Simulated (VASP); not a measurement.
```xyz
2
Lattice="0.0000 3.3362 3.3362 3.3362 0.0000 3.3362 3.3362 3.3362 0.0000" Properties=species:S:1:pos:R:3 pbc="T T T"
La     0.0000     0.0000     0.0000
Si     1.6681     1.6681     1.6681
```

The numbers are results of PBEsol GGA, VASP's PBE PAW potentials (set 64) (plane waves; VASP), not measurements. Settings: 400 eV cut-off, 11×11×11 Γ-centred mesh, tetrahedra with Blöchl corrections, potentials La Si.

Q: Predict the energy per atom (σ→0), band gap (on the k-mesh) with the smallest direct gap where there is one.

A: 
- band gap (on the k-mesh): none (metal, semimetal or under 0.01 eV)
- energy per atom (σ→0): -5.246 eV/atom

The absolute energy has meaning only against runs of the same code, potentials and settings.

The structure was generated: LaSi was put into the zinc blende type (F-43m), which need not be its known phase. It was relaxed first, which changed the volume by -25 %. The electron count is odd and the run is not spin-polarised, which forces a metal.
